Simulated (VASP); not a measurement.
These are r2SCAN meta-GGA with spin-orbit coupling, VASP's PBE PAW potentials (set 64) (plane waves; VASP) values and carry that method's errors.

VASP ran on this input.

POSCAR:
```
SrVO3
1
    3.8333851615     0.0000000000    -0.0000000000
   -0.0000000000     3.8333851615    -0.0000000000
   -0.0000000000     0.0000000000     3.8333851615
Sr V O
1 1 3
Direct
  0.0000000000   0.0000000000   0.0000000000
  0.5000000000   0.5000000000   0.5000000000
  0.5000000000   0.0000000000   0.5000000000
  0.0000000000   0.5000000000   0.5000000000
  0.5000000000   0.5000000000   0.0000000000
```

**KPOINTS_OPT**
```
k-points along high-symmetry lines
8
Line-mode
Reciprocal
  0.000000   0.000000   0.000000 ! GAMMA
  0.000000   0.500000   0.000000 ! X

  0.000000   0.500000   0.000000 ! X
  0.500000   0.500000   0.000000 ! M

  0.500000   0.500000   0.000000 ! M
  0.000000   0.000000   0.000000 ! GAMMA

  0.000000   0.000000   0.000000 ! GAMMA
  0.500000   0.500000   0.500000 ! R

  0.500000   0.500000   0.500000 ! R
  0.000000   0.500000   0.000000 ! X

  0.500000   0.500000   0.500000 ! R
  0.500000   0.500000   0.000000 ! M
```

File KPOINTS:
```
kpoints
0
Gamma
  7 7 7
0 0 0
```

**INCAR**
```
ALGO  =  Normal
EDIFF  =  1E-6
ENCUT  =  520
GGA_COMPAT  =  .FALSE.
ISMEAR  =  0
LASPH  =  .TRUE.
LCHARG  =  .FALSE.
LMAXMIX  =  4
LMIXTAU  =  .TRUE.
LREAL  =  .FALSE.
LSORBIT  =  .TRUE.
LWAVE  =  .FALSE.
MAGMOM  =  0 0 0 0 0 0 0 0 0 0 0 0 0 0 0
METAGGA  =  R2SCAN
NELM  =  100
PREC  =  Accurate
SIGMA  =  0.05
SYSTEM  =  SrVO3
```

POTCAR, in this order: Sr_sv V_sv O (PBE.64 set). Program: vasp_ncl.

Output

OSZICAR:
```
       N       E                     dE             d eps       ncg     rms          rms(c)
DAV:   1     0.477229351041E+03    0.47723E+03   -0.24015E+04  1920   0.185E+03
DAV:   2    -0.374627815414E+02   -0.51469E+03   -0.50198E+03  2240   0.527E+02
DAV:   3    -0.839476614772E+02   -0.46485E+02   -0.46065E+02  2400   0.162E+02
DAV:   4    -0.860435807808E+02   -0.20959E+01   -0.20901E+01  3224   0.278E+01
DAV:   5    -0.861020137800E+02   -0.58433E-01   -0.58402E-01  2792   0.368E+00    0.433E+01
DAV:   6    -0.628550567204E+02    0.23247E+02   -0.69835E+01  2592   0.783E+01    0.165E+01
DAV:   7    -0.623870499387E+02    0.46801E+00   -0.13630E+01  2232   0.402E+01    0.149E+01
DAV:   8    -0.626322019027E+02   -0.24515E+00   -0.28735E+00  2336   0.168E+01    0.350E+00
DAV:   9    -0.617934733708E+02    0.83873E+00   -0.10324E+00  2280   0.106E+01    0.178E+00
DAV:  10    -0.624415374369E+02   -0.64806E+00   -0.26392E-01  2048   0.490E+00    0.658E-01
DAV:  11    -0.624467008152E+02   -0.51634E-02   -0.38664E-02  2232   0.181E+00    0.346E-01
DAV:  12    -0.624589642235E+02   -0.12263E-01   -0.27748E-02  2080   0.126E+00    0.301E-01
DAV:  13    -0.624607999663E+02   -0.18357E-02   -0.63661E-03  2056   0.683E-01    0.101E-01
DAV:  14    -0.624606773868E+02    0.12258E-03   -0.25067E-04  2640   0.130E-01    0.115E-01
DAV:  15    -0.624605022778E+02    0.17511E-03   -0.78269E-04  2104   0.259E-01    0.132E-01
DAV:  16    -0.624610533051E+02   -0.55103E-03   -0.39675E-04  1976   0.201E-01    0.901E-02
DAV:  17    -0.624610711440E+02   -0.17839E-04   -0.22679E-05  2440   0.463E-02    0.823E-02
DAV:  18    -0.624610713309E+02   -0.18688E-06   -0.51287E-07  1288   0.508E-03
   1 F= -.62461071E+02 E0= -.62459166E+02  d E =-.381036E-02  mag=    -0.0000    -0.0000    -0.0000
       N       E                     dE             ncg
       N       E                     dE             ncg
       N       E                     dE             ncg
```

File OUTCAR:
```
------------------------ aborting loop because EDIFF is reached ----------------------------------------
  FORCE on cell =-STRESS in cart. coord.  units (eV):
  Direction    XX          YY          ZZ          XY          YZ          ZX
  --------------------------------------------------------------------------------------
  Total        0.1131811      0.1131811      0.1131811     -0.0000000      0.0000000      0.0000000
  in kB        3.2191196      3.2191196      3.2191196     -0.0000000      0.0000000      0.0000000
  external PRESSURE =       3.2191196 kB  Pullay stress =       0.0000000 kB
  volume of cell :       56.33
      direct lattice vectors                 reciprocal lattice vectors
     3.833385161  0.000000000  0.000000000     0.260866038  0.000000000  0.000000000
     0.000000000  3.833385161  0.000000000     0.000000000  0.260866038  0.000000000
     0.000000000  0.000000000  3.833385161     0.000000000  0.000000000  0.260866038
 POSITION                                       TOTAL-FORCE (eV/Angst)
 -----------------------------------------------------------------------------------
      0.00000      0.00000      0.00000         0.000000      0.000000      0.000000
      1.91669      1.91669      1.91669         0.000000      0.000000      0.000000
      1.91669      0.00000      1.91669         0.000000      0.000000      0.000000
      0.00000      1.91669      1.91669         0.000000      0.000000      0.000000
      1.91669      1.91669      0.00000         0.000000      0.000000      0.000000
 -----------------------------------------------------------------------------------
    total drift:                                0.000000      0.000000      0.000000
  FREE ENERGIE OF THE ION-ELECTRON SYSTEM (eV)
  ---------------------------------------------------
  free  energy   TOTEN  =       -62.4610713309 eV

  energy  without entropy=      -62.4572609697  energy(sigma->0) =      -62.45916615

 Ion:    1  E_soc:     -0.1616213

 Ion:    2  E_soc:     -0.0156448

 Ion:    3  E_soc:     -0.0002166

 Ion:    4  E_soc:     -0.0002166

 Ion:    5  E_soc:     -0.0002166
```
(Selected blocks of OUTCAR.)

The compound is SrVO3 in the cubic perovskite structure. It was relaxed first.
